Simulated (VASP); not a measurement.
Crystal: Ge.

```
CELL_PARAMETERS angstrom
0.00000 2.82891 2.82891
2.82891 0.00000 2.82891
2.82891 2.82891 0.00000
ATOMIC_POSITIONS crystal
Ge 0.00000 0.00000 0.00000
Ge 0.25000 0.25000 0.25000
```

* Program: VASP 6.6.1
* Task: relaxation of cell and atoms
* Functional: rev-vdW-DF2
* Potentials or basis: VASP PAW PBE potentials, release 64 (Ge_d)
* Cutoff: 600 eV
* k mesh: 10 × 10 × 10
* Occupations: gaussian, width 0.03 eV
* Spin: no spin polarisation

At the start: pressure 2.4 GPa; volume 22.64 Å³/atom.

Task: Where does the relaxation end?

Result: Over 5 steps the energy falls by 5.7 meV/atom and the volume is 23.43 Å³/atom (+3.5 %); space group Fd-3m (No. 227, to 0.05 Å).

The path:
```tsv
step	energy change (eV)	largest force (eV/Å)	pressure (GPa)	volume (Å³)
1	0.0000	0.0000	2.39	45.28
2	-0.0100	0.0000	-0.83	47.53
3	-0.0115	0.0000	-0.12	46.89
4	-0.0114	0.0000	0.23	46.81
5	-0.0115	0.0000	-0.01	46.85
```

Final structure:
```cif
data_structure
_symmetry_space_group_name_H-M 'P 1'
_symmetry_Int_Tables_number 1
_cell_length_a 4.0466
_cell_length_b 4.0466
_cell_length_c 4.0466
_cell_angle_alpha 60.000
_cell_angle_beta 60.000
_cell_angle_gamma 60.000
_cell_volume 46.85
loop_
_atom_site_label
_atom_site_type_symbol
_atom_site_fract_x
_atom_site_fract_y
_atom_site_fract_z
_atom_site_occupancy
Ge1 Ge 0.00000 0.00000 0.00000 1
Ge2 Ge 0.25000 0.25000 0.25000 1
```

Caveat: the PAW data sets were made with another functional, which shifts forces and pressure a little.
